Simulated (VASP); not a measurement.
Method: PBEsol GGA, VASP's PBE PAW potentials (set 64) (plane waves; VASP).

VASP ran on this input.

INCAR:
```
# general
SYSTEM   =  SrTiO3
PREC     =  Accurate
ENCUT    =  520
LREAL    =  .False.
LASPH    =  .True.
NBANDS   =  72

# electronic loop
EDIFF    =  1E-7
NELM     =  100
ALGO     =  Normal
LMAXMIX  =  4

# smearing
ISMEAR   =  0
SIGMA    =  0.01

# functional
GGA      =  PS

# output
LWAVE    =  .False.
LCHARG   =  .False.
NEDOS    =  1001

# other
LOPTICS  =  .True.
CSHIFT   =  0.1
```

**POSCAR**
```
SrTiO3
1
    3.8959772682    -0.0000000000     0.0000000000
   -0.0000000000     3.8959772682    -0.0000000000
   -0.0000000000    -0.0000000000     3.8959772682
Sr Ti O
1 1 3
Direct
  0.0000000000   0.0000000000   0.0000000000
  0.5000000000   0.5000000000   0.5000000000
  0.5000000000   0.0000000000   0.5000000000
  0.0000000000   0.5000000000   0.5000000000
  0.5000000000   0.5000000000   0.0000000000
```

KPOINTS:
```
Automatic mesh
0
G
  9 9 9
```

POTCAR, in this order: Sr_sv Ti_sv O (PBE.64 set). Program: vasp_std.

What will the output report for the number of irreducible k-points (NKPTS), largest plane-wave count, number of space-group operations, FFT grid (NGX, NGY, NGZ)?

* **number of irreducible k-points (NKPTS)**: 35
* **largest plane-wave count**: 1605
* **number of space-group operations**: 48
* **FFT grid (NGX, NGY, NGZ)**: 30 × 30 × 30

The compound is SrTiO3 in the cubic perovskite structure, the ideal cubic form; the compound distorts at low or room temperature. It was relaxed first.
